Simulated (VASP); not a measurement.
```
CELL_PARAMETERS angstrom
      0.00000     3.18991     3.18991
      3.18991     0.00000     3.18991
      3.18991     3.18991     0.00000
ATOMIC_POSITIONS crystal
  In 0.00000 0.00000 0.00000
  As 0.25000 0.25000 0.25000
```

Computed with RPBE GGA, VASP's PBE PAW potentials (set 64) (plane waves; VASP). Run with 520 eV cut-off, 10×10×10 Γ-centred mesh, first-order Methfessel-Paxton smearing of 0.10 eV, potentials In_d As.

**Question.** The job: InAs (zinc blende), 2 atoms, RPBE, static run, 520 eV, 10×10×10 Γ-centred mesh. Roughly how much core time does it take on a busy server core?

**Answer.** About 30 core-seconds (one run on a shared machine, a rough figure). It had 47 irreducible k-points, 13 bands, up to 1807 plane waves and 15 electronic steps.

The compound is InAs in the zinc blende structure. This cell is one point of a volume scan, at 1.06 of the reference volume.
